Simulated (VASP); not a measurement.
```yaml
crystal:
  lattice:
    - [2.25222, -3.90096, 0.00000]
    - [2.25222, 3.90096, 0.00000]
    - [0.00000, 0.00000, 4.98791]
  atoms:
    - { symbol: Se, position: [0.00000, 0.21728, 0.66667] }
    - { symbol: Se, position: [0.78272, 0.78272, 0.00000] }
    - { symbol: Se, position: [0.21728, 0.00000, 0.33333] }
```

Computed with r2SCAN meta-GGA, VASP's PBE PAW potentials (set 64) (plane waves; VASP). Run with 520 eV cut-off, 6×6×5 Γ-centred mesh, Gaussian smearing of 0.050 eV, potentials Se.

Task: Estimate the energy per atom (σ→0).

Result: 
- energy per atom (σ→0): -14.310 eV/atom

The compound is Se in the trig structure. It was relaxed first, which changed the volume by +7 %.
